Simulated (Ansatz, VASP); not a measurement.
# V (V wire along [111], 13 atoms a period): VASP beside Ansatz, part 2 of 2

One calculation is typed for both programs; each brings its own data sets. How far apart do they land? Of the first pair: The structure shown is the start of the Ansatz relaxation below; VASP solves that cell, so the two are compared at the walk's first step.

VASP 6.6.1 and Ansatz 0.2.0.

So far: The structure; Ansatz: relaxation, PBE.

## (3) VASP: single point, PBE, start cell, pair 1

Level of this step: PBE, no spin polarisation; plane waves and PAW (V_sv) (VASP).

The same cell, functional, mesh and smearing now go to VASP, with its own data sets.

Lines of VASP's logs that name or quote its potential files are left out, and so is its time.

Input file INCAR:

```
SYSTEM = V
PREC = Accurate
ENCUT = 400
EDIFF = 1E-06
NELM = 120
ISMEAR = -1
SIGMA = 0.05
LREAL = .FALSE.
ALGO = Normal
GGA = PE
NBANDS = 104
LASPH = .TRUE.
LORBIT = 11
LWAVE = .FALSE.
LCHARG = .FALSE.
ISIF = 2
GGA_COMPAT = .FALSE.
KPAR = 4
```

Input file POSCAR:

```
V
1.0
   15.2570000000      0.0000000000      0.0000000000
    0.0000000000     14.1240000000      0.0000000000
    0.0000000000      0.0000000000      2.5894160000
V
13
Direct
    0.2228485941      0.5000000000      0.0000000000
    0.3614243298      0.7592740725      0.0000000000
    0.5000000000      0.5000000000      0.0000000000
    0.6385756702      0.7592740725      0.0000000000
    0.3614243298      0.4135753328      0.3333334621
    0.5000000000      0.6728494053      0.3333334621
    0.6385756702      0.4135753328      0.3333334621
    0.3614243298      0.5864246672      0.6666665379
    0.5000000000      0.3271505947      0.6666665379
    0.6385756702      0.5864246672      0.6666665379
    0.3614243298      0.2407259275      0.0000000000
    0.6385756702      0.2407259275      0.0000000000
    0.7771514059      0.5000000000      0.0000000000
```

Input file KPOINTS:

```
Automatic mesh
0
Gamma
1 1 31
0 0 0
```

Potentials, in the order of the species: V_sv (PBE family, release 64).

Launch:

```
mpirun -np 4 vasp_std
```

Numbers of over 12 decimals in the logs are rounded to 6 here.

The program printed:

```text
[banner, memory and clock lines left out]
running    4 mpi-ranks, on    1 nodes
 distrk:  each k-point on    1 cores,    4 groups
 distr:  one band on    1 cores,    1 groups

 POSCAR found type information on POSCAR V
 POSCAR found :  1 types and      13 ions
 LDA part: xc-table for (Slater+PW92), standard interpolation
 POSCAR, INCAR and KPOINTS ok, starting setup
 FFT: planning ... GRIDC
 FFT: planning ... GRID_SOFT
 FFT: planning ... GRID
 WAVECAR not read
 entering main loop
       N       E                     dE             d eps       ncg     rms          rms(c)
DAV:   1     0.184716638038E+04    0.18472E+04   -0.99233E+04  4680   0.126E+03
DAV:   2    -0.363389937399E+02   -0.18835E+04   -0.18466E+04  3384   0.470E+02
DAV:   3    -0.127208119228E+03   -0.90869E+02   -0.87798E+02  4680   0.998E+01
DAV:   4    -0.130993593908E+03   -0.37855E+01   -0.36921E+01  4360   0.164E+01
DAV:   5    -0.131129983585E+03   -0.13639E+00   -0.13488E+00  4448   0.280E+00    0.570E+01
DAV:   6    -0.289431857457E+03   -0.15830E+03   -0.14793E+03  4776   0.936E+01    0.112E+02
DAV:   7    -0.105596517079E+03    0.18384E+03   -0.10981E+03  4872   0.762E+01    0.384E+01
DAV:   8    -0.113473464994E+03   -0.78769E+01   -0.34575E+02  4704   0.479E+01    0.380E+01
DAV:   9    -0.103139607554E+03    0.10334E+02   -0.83424E+01  4552   0.246E+01    0.165E+01
DAV:  10    -0.102236841700E+03    0.90277E+00   -0.83169E+00  4520   0.841E+00    0.131E+01
DAV:  11    -0.101980273968E+03    0.25657E+00   -0.48298E+00  4576   0.639E+00    0.121E+01
DAV:  12    -0.100996499743E+03    0.98377E+00   -0.22092E+00  4120   0.538E+00    0.611E+00
DAV:  13    -0.100588674706E+03    0.40783E+00   -0.13548E+00  4176   0.536E+00    0.257E+00
DAV:  14    -0.100562397688E+03    0.26277E-01   -0.44576E-01  4560   0.340E+00    0.202E+00
[...]
DAV:  20    -0.100542960363E+03   -0.22815E-03   -0.56259E-04  4264   0.122E-01    0.575E-02
DAV:  21    -0.100543436685E+03   -0.47632E-03   -0.42456E-04  4152   0.780E-02    0.361E-02
DAV:  22    -0.100543655723E+03   -0.21904E-03   -0.10168E-04  4280   0.553E-02    0.234E-02
DAV:  23    -0.100543753941E+03   -0.98217E-04   -0.46172E-05  4504   0.359E-02    0.231E-02
DAV:  24    -0.100543835543E+03   -0.81602E-04   -0.29805E-05  3904   0.279E-02    0.101E-02
DAV:  25    -0.100543871895E+03   -0.36352E-04   -0.66582E-06  3264   0.102E-02    0.110E-02
DAV:  26    -0.100543887704E+03   -0.15808E-04   -0.69769E-06  2944   0.106E-02    0.593E-03
DAV:  27    -0.100543888451E+03   -0.74782E-06   -0.13377E-06  2632   0.436E-03
   1 F= -.10054389E+03 E0= -.10041074E+03  d E =-.266289E+00
```

Parts of OUTCAR (step 3):

```text
ion  position               nearest neighbor table
   1  0.223  0.500  0.000-   5 2.59   8 2.59
   2  0.361  0.759  0.000-   6 2.59   8 2.59
   3  0.500  0.500  0.000-   5 2.59   7 2.59   8 2.59  10 2.59   9 2.59   6 2.59
   4  0.639  0.759  0.000-   6 2.59  10 2.59
   5  0.361  0.414  0.333-   8 2.59   3 2.59   9 2.59  11 2.59   1 2.59
   6  0.500  0.673  0.333-   2 2.59   4 2.59   8 2.59  10 2.59   3 2.59
   7  0.639  0.414  0.333-  10 2.59   3 2.59   9 2.59  12 2.59  13 2.59
   8  0.361  0.586  0.667-   5 2.59   3 2.59   6 2.59   2 2.59   1 2.59
   9  0.500  0.327  0.667-  11 2.59  12 2.59   5 2.59   7 2.59   3 2.59
  10  0.639  0.586  0.667-   7 2.59   3 2.59   6 2.59   4 2.59  13 2.59
  11  0.361  0.241  0.000-   9 2.59   5 2.59
  12  0.639  0.241  0.000-   9 2.59   7 2.59
  13  0.777  0.500  0.000-   7 2.59  10 2.59

  LATTYP: Found a simple orthorhombic cell.
 ALAT       =     2.5894160000
 B/A-ratio  =     5.4545117509
 C/A-ratio  =     5.8920621484

 Subroutine GETGRP returns: Found  4 space group operations
 (whereof  4 operations were pure point group operations)

The static configuration has the point symmetry C_2h.

 Found     16 irreducible k-points:

   k-points           NKPTS =     16   k-points in BZ     NKDIM =     16   number of bands    NBANDS=    104

   dimension x,y,z NGX =   100 NGY =   96 NGZ =   18
   dimension x,y,z NGXF=   200 NGYF=  192 NGZF=   36

   ENCUT  =  400.0 eV  29.40 Ry    5.42 a.u.  24.88 23.03  4.22*2*pi/ulx,y,z

   NELECT =     169.0000    total number of electrons

 k-points in reciprocal lattice and weights: Automatic mesh
   0.00000000  0.00000000  0.00000000       0.032
   0.00000000  0.00000000  0.03225806       0.065
   0.00000000  0.00000000  0.06451613       0.065
   0.00000000  0.00000000  0.09677419       0.065
   0.00000000  0.00000000  0.12903226       0.065
   0.00000000  0.00000000  0.16129032       0.065
   0.00000000  0.00000000  0.19354839       0.065
   0.00000000  0.00000000  0.22580645       0.065
   0.00000000  0.00000000  0.25806452       0.065
[...]
0.00000000  0.00000000  0.45161290       0.065
   0.00000000  0.00000000  0.48387097       0.065

 average (electrostatic) potential at core
       1 -79.4129       2 -79.4133       3 -79.1640       4 -79.4133       5 -79.2207
       6 -79.2210       7 -79.2207       8 -79.2207       9 -79.2210      10 -79.2207
      11 -79.4133      12 -79.4133      13 -79.4129

 E-fermi :   0.8085

 k-point     1 :       0.0000    0.0000    0.0000
  band No.  band energies     occupation
    ...
     82       0.3962      1.99948
     83       0.4535      1.99835
     84       0.6346      1.94020
     85       0.6550      1.91131
     86       0.8133      0.95185
     87       0.8751      0.41798
     88       0.8800      0.38636
     89       1.0100      0.03495
     90       1.0877      0.00750
     91       1.3492      0.00004
    ...

 k-point     2 :       0.0000    0.0000    0.0323
  band No.  band energies     occupation
    ...
     83       0.4619      1.99805
     84       0.6351      1.93960
     85       0.6551      1.91111
     86       0.8204      0.88181
     87       0.8627      0.50584
     88       0.8671      0.47336
     89       1.0188      0.02942
     90       1.0940      0.00660
     91       1.3399      0.00005
     92       1.4366      0.00001
    ...

 k-point     3 :       0.0000    0.0000    0.0645
  band No.  band energies     occupation
    ...
     84       0.6367      1.93759
     85       0.6555      1.91039
     86       0.8276      0.81107
     87       0.8299      0.78939
     88       0.8370      0.72272
     89       1.0464      0.01704
     90       1.1162      0.00424
     91       1.3120      0.00008
     92       1.3711      0.00003
     93       1.4222      0.00001
    ...

  Total      -15.9280913    -15.9602028    -22.2139193      0.0000000     -0.0060823      0.0000000
  in kB      -45.7346791    -45.8268816    -63.7833156      0.0000000     -0.0174643      0.0000000
  external PRESSURE =     -51.7816254 kB  Pullay stress =       0.0000000 kB

  energy-cutoff  :      400.00
  volume of cell :      557.99
      direct lattice vectors                 reciprocal lattice vectors
    15.257000000  0.000000000  0.000000000     0.065543685  0.000000000  0.000000000
     0.000000000 14.124000000  0.000000000     0.000000000  0.070801473  0.000000000
     0.000000000  0.000000000  2.589416000     0.000000000  0.000000000  0.386187465

 POSITION                                       TOTAL-FORCE (eV/Angst)
 -----------------------------------------------------------------------------------
      3.40000      7.06200      0.00000         1.597322      0.000000      0.000000
      5.51425     10.72399      0.00000         0.796981     -1.370425     -0.001359
      7.62850      7.06200      0.00000         0.000000      0.000000      0.000000
      9.74275     10.72399      0.00000        -0.796981     -1.370425     -0.001359
      5.51425      5.84134      0.86314        -0.738869     -0.434232      0.086556
      7.62850      9.50333      0.86314         0.000000      0.860744      0.089617
      9.74275      5.84134      0.86314         0.738869     -0.434232      0.086556
      5.51425      8.28266      1.72628        -0.738869      0.434232     -0.086556
      7.62850      4.62067      1.72628         0.000000     -0.860744     -0.089617
      9.74275      8.28266      1.72628         0.738869      0.434232     -0.086556
      5.51425      3.40001      0.00000         0.796981      1.370425      0.001359
      9.74275      3.40001      0.00000        -0.796981      1.370425      0.001359
     11.85700      7.06200      0.00000        -1.597322     -0.000000      0.000000
 -----------------------------------------------------------------------------------
    total drift:                               -0.000000      0.000000     -0.000000

  FREE ENERGIE OF THE ION-ELECTRON SYSTEM (eV)
  ---------------------------------------------------
  free  energy   TOTEN  =      -100.5438884514 eV

  energy  without entropy=     -100.2775994529  energy(sigma->0) =     -100.41074395

 total charge
# of ion       s       p       d       tot
------------------------------------------
    1        2.325   6.051   3.098  11.474
    2        2.325   6.051   3.098  11.474
    3        2.342   6.230   3.084  11.656
    4        2.325   6.051   3.098  11.474
    5        2.333   6.200   3.054  11.587
    6        2.333   6.201   3.054  11.587
    7        2.333   6.200   3.054  11.587
    8        2.333   6.200   3.054  11.587
    9        2.333   6.201   3.054  11.587
   10        2.333   6.200   3.054  11.587
   11        2.325   6.051   3.098  11.474
   12        2.325   6.051   3.098  11.474
   13        2.325   6.051   3.098  11.474
--------------------------------------------------
tot         30.286  79.738  39.997 150.021

[... 3 further parts left out ...]
```

This run has no spin polarisation, so a moment on V, if there is one, isn't seen. Its electron count is odd, so without a moment it is a metal by construction.

## (4) Comparison

Known differences besides the potentials themselves: the cutoff is 420 eV in Ansatz and 400 eV in VASP. Total energies have different zeros and are not compared.

Forces on 7 of the 13 atoms, those with the largest forces and the largest differences (eV/Å; atoms numbered as in POSCAR):

| atom | Ansatz x, y, z | VASP x, y, z |
| --- | --- | --- |
| V1 | 1.613, 0.000, 0.000 | 1.597, 0.000, 0.000 |
| V2 | 0.805, -1.384, -0.001 | 0.797, -1.370, -0.001 |
| V4 | -0.805, -1.384, -0.001 | -0.797, -1.370, -0.001 |
| V9 | 0.000, -0.855, -0.088 | 0.000, -0.861, -0.090 |
| V11 | 0.805, 1.384, 0.001 | 0.797, 1.370, 0.001 |
| V12 | -0.805, 1.384, 0.001 | -0.797, 1.370, 0.001 |
| V13 | -1.613, 0.000, 0.000 | -1.597, 0.000, 0.000 |

The forces differ by 6.8 meV/Å r.m.s., which is 1.0 % of the r.m.s. force of 0.709 eV/Å (both taken over all components).

## (5) Ansatz: relaxation, PBE

This run makes the geometry at which the two programs are then compared. The cell compared in this pair holds 504.58 Å³, against 557.99 Å³ for the pair before.

The structure compared here is the end of the Ansatz relaxation.

This is the run of step 2 again, met here at its other cell.

## (6) VASP: single point, PBE, cell relaxed in part, pair 2

The same cell, functional, mesh and smearing now go to VASP, with its own data sets.

Changes to INCAR since step 3:

```diff
@@ -2,3 +2,3 @@
 PREC = Accurate
-ENCUT = 400
+ENCUT = 500
 EDIFF = 1E-06
```

Input file POSCAR:

```
V
1.0
   15.2570000000      0.0000000000      0.0000000000
    0.0000000000     14.1240000000      0.0000000000
    0.0000000000      0.0000000000      2.3415645570
V
13
Direct
    0.2267528505      0.5000000000      0.0000000000
    0.3632918537      0.7558066155      0.0006134556
    0.5000000000      0.5000000000      0.0000000000
    0.6367081463      0.7558066155      0.0006134556
    0.3544640183      0.4091486085      0.3659560167
    0.5000000000      0.6816623708      0.3665798566
    0.6455359817      0.4091486085      0.3659560167
    0.3544640183      0.5908513915      0.6340439833
    0.5000000000      0.3183376292      0.6334201434
    0.6455359817      0.5908513915      0.6340439833
    0.3632918537      0.2441933845      0.9993865444
    0.6367081463      0.2441933845      0.9993865444
    0.7732471495      0.5000000000      0.0000000000
```

KPOINTS is that of step 3.

Launch:

```
mpirun -np 4 vasp_std
```

The program printed:

```text
[... set-up lines as in an earlier step ...]
 entering main loop
       N       E                     dE             d eps       ncg     rms          rms(c)
DAV:   1     0.240721285396E+04    0.24072E+04   -0.10468E+05  4096   0.151E+03
DAV:   2    -0.421499959879E+01   -0.24114E+04   -0.23637E+04  3360   0.538E+02
DAV:   3    -0.123260692424E+03   -0.11905E+03   -0.11440E+03  4664   0.132E+02
DAV:   4    -0.127613429254E+03   -0.43527E+01   -0.42850E+01  4384   0.202E+01
[...]
DAV:  26    -0.102422764166E+03   -0.14986E-04   -0.43551E-06  2864   0.618E-03    0.402E-03
DAV:  27    -0.102422765411E+03   -0.12459E-05   -0.11188E-06  2376   0.506E-03    0.115E-03
DAV:  28    -0.102422765718E+03   -0.30608E-06   -0.24440E-07  2112   0.223E-03
   1 F= -.10242277E+03 E0= -.10235120E+03  d E =-.143123E+00
```

Parts of OUTCAR (step 6):

```text
  Total       -0.0412026     -0.1633127      0.5629449      0.0000000     -0.0194091      0.0000000
  in kB       -0.1308285     -0.5185582      1.7874893      0.0000000     -0.0616286      0.0000000
  external PRESSURE =       0.3793675 kB  Pullay stress =       0.0000000 kB

 POSITION                                       TOTAL-FORCE (eV/Angst)
 -----------------------------------------------------------------------------------
      3.45957      7.06200      0.00000        -0.033185      0.000000      0.000000
      5.54274     10.67501      0.00144        -0.017004      0.028962     -0.000599
      7.62850      7.06200      0.00000         0.000000      0.000000      0.000000
      9.71426     10.67501      0.00144         0.017004      0.028962     -0.000599
      5.40806      5.77881      0.85691         0.018518      0.008399      0.009841
      7.62850      9.62780      0.85837         0.000000     -0.021581      0.010428
      9.84894      5.77881      0.85691        -0.018518      0.008399      0.009841
      5.40806      8.34519      1.48465         0.018518     -0.008399     -0.009841
      7.62850      4.49620      1.48319         0.000000      0.021581     -0.010428
      9.84894      8.34519      1.48465        -0.018518     -0.008399     -0.009841
      5.54274      3.44899      2.34013        -0.017004     -0.028962      0.000599
      9.71426      3.44899      2.34013         0.017004     -0.028962      0.000599
     11.79743      7.06200      0.00000         0.033185      0.000000      0.000000
 -----------------------------------------------------------------------------------
    total drift:                               -0.000000      0.000000     -0.000000

  FREE ENERGIE OF THE ION-ELECTRON SYSTEM (eV)
  ---------------------------------------------------
  free  energy   TOTEN  =      -102.4227657175 eV

  energy  without entropy=     -102.2796427993  energy(sigma->0) =     -102.35120426

[... 1 part as in an earlier step ...]

[... 2 further parts left out ...]
[key lines of the parts left out:]
E-fermi :   1.1809
```

## (7) Comparison

What differs besides the data sets and the points named for the pairs above, as far as they apply: the cutoff is 420 eV in Ansatz and 500 eV in VASP; Ansatz's pressure holds a Pulay correction, VASP's none. Total energies have different zeros and are not compared.

Both answers:

| quantity | Ansatz | VASP | difference |
| --- | --- | --- | --- |
| pressure (GPa) | -0.04 | 0.04 | -0.08 |

The largest component of a force difference here is 23 meV/Å.

## (8) Summary of results

```json
{
  "r.m.s. force difference (single point, PBE, start cell, pair 1)": "0.96 % of the r.m.s. force",
  "difference in pressure (single point, PBE, cell relaxed in part, pair 2)": "-0.079 GPa",
  "r.m.s. force difference (single point, PBE, cell relaxed in part, pair 2)": "9.4 meV/Å"
}
```

The r.m.s. force difference is 9.4 meV/Å (single point, PBE, cell relaxed in part, pair 2), within the 12 meV/Å picked in this series as the mark of a large difference. How closely two codes agree says nothing of how well the functional describes the real material.

[Lines on the potential files, build, host, timing and source positions are cut from VASP's logs without a mark.]

[Logs are printed without paths, hosts, clocks, repeated set-up lines and the standing remarks that a program may print on its own settings, such as how far it seeks lower states.]

[Hosts, paths, dates, database ids (printed as entryN), source tags and the programs' standing remarks are cut or masked in the printed files.]
